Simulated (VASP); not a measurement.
AlP (zinc blende): the mBJ gap over mesh and path against the volume, with the cell scaled uniformly; LDA's own equilibrium is at 20.070 Å³/atom. VASP (PAW), 400 eV cut-off, 9×9×9 Γ-centred mesh, Gaussian smearing of 0.050 eV, potentials Al P. mBJ is a potential without an energy functional, so only the levels count. Fit the value as a straight line in ln V.

```tsv
V (Å³/atom)	mBJ gap over mesh and path (eV)
18.263	2.167
18.865	2.244
19.468	2.314
20.07	2.377
20.672	2.434
21.274	2.485
```

Task: Fit the rows as the text says and predict the value at 17.661.

Result: The slope against ln V is 2.08 eV, the volume deformation potential of this gap. The line misses the rows by up to 0.008 and gives 2.105 at 17.661. The run gave 2.082, -0.023 from the line.

Left out are failed runs and those whose mesh is unfit for this quantity.

The compound is AlP in the zinc blende structure.
